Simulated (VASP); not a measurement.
ZrC:

```
CELL_PARAMETERS angstrom
0.00000 2.36500 2.36500
2.36500 0.00000 2.36500
2.36500 2.36500 0.00000
ATOMIC_POSITIONS crystal
Zr 0.50000 0.50000 0.50000
C 0.00000 0.00000 0.00000
```

* Program: VASP 6.6.1
* Task: relaxation of cell and atoms
* Functional: PBEsol
* Potentials or basis: VASP PAW PBE potentials, release 64 (Zr_sv, C)
* Cutoff: 600 eV
* k mesh: 8 × 8 × 8
* Occupations: gaussian, width 0.1 eV
* Spin: no spin polarisation

At the start: pressure -8.2 GPa; volume 13.23 Å³/atom.

Where does the relaxation end?

Over 3 steps the energy falls by 13.0 meV/atom and the volume is 12.75 Å³/atom (-3.6 %); space group Fm-3m (No. 225, to 0.05 Å).

The path:
```csv
step,energy change (eV),largest force (eV/Å),pressure (GPa),volume (Å³)
1,0.0000,0.0000,-8.24,26.46
2,0.0501,0.0000,16.68,23.94
3,-0.0260,0.0000,-0.16,25.49
```

Final structure:
```cif
data_structure
_symmetry_space_group_name_H-M 'P 1'
_symmetry_Int_Tables_number 1
_cell_length_a 3.3036
_cell_length_b 3.3036
_cell_length_c 3.3036
_cell_angle_alpha 60.000
_cell_angle_beta 60.000
_cell_angle_gamma 60.000
_cell_volume 25.49
loop_
_atom_site_label
_atom_site_type_symbol
_atom_site_fract_x
_atom_site_fract_y
_atom_site_fract_z
_atom_site_occupancy
Zr1 Zr 0.50000 0.50000 0.50000 1
C1 C 0.00000 0.00000 0.00000 1
```

Caveat: the PAW data sets were made with another functional, which shifts forces and pressure a little.
